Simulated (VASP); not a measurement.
**Be2B3: relaxation of cell and atoms with PBE**

Crystal: Be2B3.

```
Be B
1.0
     3.31082    0.00000    0.00000
    -1.65541    2.86725    0.00000
     0.00000    0.00000    3.73900
Be B
2 3
Direct
  0.66667 0.33333 0.50000
  0.33333 0.66667 0.00000
  0.00000 0.00000 0.73449
  0.00000 0.00000 0.26551
  0.66667 0.33333 0.00000
```

The cell was built by a generator and needn't be a form met in nature.

The cell isn't the ideal one: species swapped into the Fe3Ge2 type (P-6m2, No. 187).

```
Program                : VASP 6.6.1
Task                   : relaxation of cell and atoms
Functional             : PBE
Potentials or basis    : VASP PAW PBE potentials, release 64 (Be, B)
Cutoff                 : 600 eV
k mesh                 : 15 × 15 × 10
Occupations            : gaussian, width 0.1 eV
Spin                   : no spin polarisation
Dipole correction      : no
Further INCAR settings : ALGO = Normal; EDIFF = 1e-06; IBRION = 2; EDIFFG = -0.01; NSW = 100; ISIF = 3
```

| Item | Value |
| --- | --- |
| Relaxed volume | 7.59 Å³/atom |
| Relaxed cell | a = 3.538 Å, b = 3.538 Å, c = 3.499 Å, α = 90.00°, β = 90.00°, γ = 120.00° |
| Space group after relaxing (to 0.05 Å) | P-6m2 (No. 187) |
| Energy gained by relaxing | 23.4 meV/atom |
| Ionic steps | 23 |
| Pressure after relaxing | 0.0 GPa |
| Largest force after relaxing | 0.003 eV/Å |

Forces on the atoms (eV/Å):
```
Be   0.000  0.000  0.000
Be   0.000  0.000  0.000
B    0.000  0.000  0.003
B    0.000  0.000 -0.003
B    0.000  0.000  0.000
```

Step by step:
```tsv
step	energy change (eV)	largest force (eV/Å)	pressure (GPa)	volume (Å³)
1	0.0000	0.1344	0.89	35.49
2	-0.0297	0.4067	0.34	35.69
3	-0.0892	0.4988	0.78	36.13
4	-0.0944	0.1508	5.55	36.88
5	-0.1029	0.4197	3.01	36.55
6	-0.1143	0.0502	1.36	37.15
7	-0.1145	0.1287	1.10	37.25
8	-0.1145	0.1167	1.14	37.23
9	-0.1157	0.0389	0.18	37.46
10	-0.1158	0.0163	-0.10	37.53
11	-0.1159	0.0085	-0.02	37.53
12	-0.1160	0.0476	0.11	37.53
13	-0.1160	0.0468	0.15	37.53
14	-0.1162	0.0417	0.28	37.55
15	-0.1165	0.0268	0.56	37.59
16	-0.1162	0.0216	1.21	37.66
17	-0.1165	0.0187	0.69	37.60
18	-0.1166	0.0114	0.65	37.63
19	-0.1169	0.0132	0.55	37.72
20	-0.1170	0.0697	0.37	37.89
21	-0.1170	0.0495	0.42	37.83
22	-0.1172	0.0266	0.24	37.88
23	-0.1172	0.0032	0.00	37.94
```

Final structure:
```
Be B
1.0
     3.53848    0.00000    0.00000
    -1.76924    3.06441    0.00000
     0.00000    0.00000    3.49923
Be B
2 3
Direct
  0.66667 0.33333 0.50000
  0.33333 0.66667 0.00000
  0.00000 0.00000 0.74978
  0.00000 0.00000 0.25022
  0.66667 0.33333 0.00000
```

Levels at points of the mesh, in eV from the Fermi level:
| k point | band 2 | band 3 | band 4 | band 5 | band 6 | band 7 | band 8 | band 9 | band 10 |
| --- | --- | --- | --- | --- | --- | --- | --- | --- | --- |
| (0.00, 0.00, 0.00) | -6.38 | -5.94 | -4.43 | -4.43 | -1.69 | -1.69 | -1.20 | 4.77 | 5.28 |
| (0.00, 0.00, 0.50) | -11.68 | -2.35 | -2.35 | -1.56 | -0.73 | -0.69 | -0.69 | -0.47 | -0.47 |

Run time: 4.5 min on 1 thread of Intel(R) Xeon(R) 6975P-C (Granite Rapids) (shared host), peak memory 0.21 GiB.

Caveat: the bands computed are all filled at some k points, so no gap is given.
